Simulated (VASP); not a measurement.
**P2Ru (space group Pnnm): computed properties**

These are LDA (Ceperley-Alder, Perdew-Zunger), VASP's LDA PAW potentials (set 64) (plane waves; VASP) values and carry that method's errors.

- space group = Pnnm (58)
- cell = a = 5.0776 Å, b = 5.8406 Å, c = 2.8494 Å, α = 90.00°, β = 90.00°, γ = 90.00°
- volume per atom = 14.08 Å³/atom
- band gap (over mesh and band path) = 0.44 eV
- smallest direct gap (over mesh and band path) = 1.01 eV
- density = 6.41 g/cm³
- optical Γ-point spectrum = 194, 212, 228, 234, 263, 274, 278, 285, 296, 378, 389, 428, 445, 482, 516 cm⁻¹

Space group Pnnm (No. 58); a = 5.0776 Å, b = 5.8406 Å, c = 2.8494 Å, α = 90.00°, β = 90.00°, γ = 90.00°

```
atom  site  symmetry       x       y       z
----  ----  --------  ------  ------  ------
P       4g       ..m  0.1626  0.3719  0.0000
Ru      2a     ..2/m  0.0000  0.0000  0.0000
```

The structure comes from a computed database's P2Ru entry (Pnnm); how it stands against other phases isn't given here. It was relaxed first. Symmetry was kept, so distortions that lower it aren't found.
